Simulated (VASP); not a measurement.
## ScSi2: equation of state with PBE

The system is ScSi2.

```
Sc Si
1.0
     3.66000    0.00000    0.00000
    -1.83000    3.16965    0.00000
     0.00000    0.00000    3.87000
Sc Si
1 2
Direct
  0.00000 0.00000 0.00000
  0.66667 0.33333 0.50000
  0.33333 0.66667 0.50000
```

```yaml
Program: VASP 6.6.1
Task: equation of state
Functional: PBE
Potentials_or_basis: VASP PAW PBE potentials, release 64 (Sc_sv, Si)
Cutoff: 520 eV
k_mesh: 8 × 8 × 7
Occupations: fermi-dirac, width 0.05 eV
Spin: no spin polarisation
Further_INCAR_settings: ALGO = Normal; EDIFF = 1e-07; NBANDS = 16
```

```json
{
  "Equilibrium volume": "outside the volumes run"
}
```

Energy against volume, from the lowest point:
| volume (Å³/atom) | energy (meV/atom) |
| --- | --- |
| 14.067 | 288.90 |
| 14.367 | 221.01 |
| 14.666 | 161.96 |
| 14.965 | 110.99 |
| 15.265 | 67.42 |
| 15.564 | 30.62 |
| 15.863 | 0.00 |

All runs of the series together: 3.1 min on 1 thread of Intel(R) Xeon(R) Platinum 8559C (Emerald Rapids), on a shared host.
